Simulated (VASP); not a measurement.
Consider the following.

```xyz
4
Lattice="1.2331 -2.1358 0.0000 1.2331 2.1358 0.0000 0.0000 0.0000 6.7104" Properties=species:S:1:pos:R:3 pbc="T T T"
C      0.0000     0.0000     1.6776
C      0.0000     0.0000     5.0328
C      1.2331     0.7119     1.6776
C      1.2331    -0.7119     5.0328
```

All values below come from PBE GGA with D3 dispersion (Becke-Johnson damping), VASP's PBE PAW potentials (set 64) (plane waves; VASP). Numerical set-up: 520 eV cut-off, 11×11×4 Γ-centred mesh, tetrahedra with Blöchl corrections, potentials C.

The cores are frozen, which limits the accuracy of field gradients.

**Question.** Give the principal components of the electric field gradient (V/Å²) and the asymmetry η at each nucleus.

**Answer.** 
```json
[
 {"atom": "C1", "Vxx": "-15.7", "Vyy": "-15.7", "Vzz": "31.3", "η": "0.00"},
 {"atom": "C2", "Vxx": "-15.7", "Vyy": "-15.7", "Vzz": "31.3", "η": "0.00"},
 {"atom": "C3", "Vxx": "-14.8", "Vyy": "-14.8", "Vzz": "29.5", "η": "0.00"},
 {"atom": "C4", "Vxx": "-14.8", "Vyy": "-14.8", "Vzz": "29.5", "η": "0.00"}
]
```

The compound is C in the graphite structure. It was relaxed first.
